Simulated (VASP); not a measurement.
Here is the system:

```
BaTiO3
1.0
    3.97761     0.00000     0.00000
    0.00000     2.85187     2.86341
    0.00000    -2.85187     2.86341
Ba Ti O
1 1 3
Direct
  0.00000   0.00784   0.00784
  0.50000   0.52187   0.52187
  0.00000   0.49332   0.49332
  0.50000   0.49550   0.98433
  0.50000   0.98433   0.49550
```

These are r2SCAN+rVV10, VASP's PBE PAW potentials (set 64) (plane waves; VASP 6.6.1) values and carry that method's errors. Numerical set-up: 520 eV cut-off, 6×6×6 Γ-centred mesh, tetrahedra with Blöchl corrections, potentials Ba_sv Ti_sv O.

Unless said otherwise, spin-orbit coupling is left out, though it shifts the bands of the heavy elements here.

Question: Give the energies of bands 12 to 23 at the high-symmetry points, in eV from the valence-band maximum.

Answer: 
| band | Γ | Y | C0 | Z | A0 | T | S | R |
|---|---|---|---|---|---|---|---|---|
| 12 | -2.37 | -4.27 | -4.27 | -4.05 | -4.44 | -4.44 | -4.04 | -4.31 |
| 13 | -2.36 | -4.04 | -4.04 | -2.81 | -3.85 | -3.85 | -2.78 | -4.04 |
| 14 | -2.32 | -3.84 | -3.84 | -2.78 | -3.83 | -3.83 | -2.77 | -3.85 |
| 15 | -1.38 | -2.71 | -2.71 | -2.21 | -2.48 | -2.48 | -2.20 | -2.80 |
| 16 | -1.33 | -2.69 | -2.69 | -2.16 | -2.45 | -2.45 | -1.88 | -2.66 |
| 17 | -1.15 | -1.71 | -1.71 | -1.69 | -2.43 | -2.43 | -1.88 | -1.78 |
| 18 | -0.48 | -0.94 | -0.94 | -1.59 | -0.16 | -0.16 | -1.71 | -0.96 |
| 19 | -0.48 | -0.88 | -0.88 | -1.16 | -0.02 | -0.02 | -0.94 | -0.93 |
| 20 | -0.41 | -0.24 | -0.24 | -1.05 | 0.00 | 0.00 | -0.81 | -0.09 |
| 21 | 2.51 | 4.05 | 4.05 | 2.86 | 4.61 | 4.61 | 2.71 | 4.08 |
| 22 | 2.67 | 4.08 | 4.08 | 4.00 | 4.64 | 4.64 | 4.04 | 4.10 |
| 23 | 2.75 | 4.40 | 4.40 | 4.15 | 4.75 | 4.75 | 4.06 | 4.47 |

The gap is indirect, 2.51 eV, from the valence maximum at T to the conduction minimum at Γ.

The structure comes from a measured BaTiO3 entry (Amm2) of the Crystallography Open Database, whose conditions weren't checked. It was relaxed first.
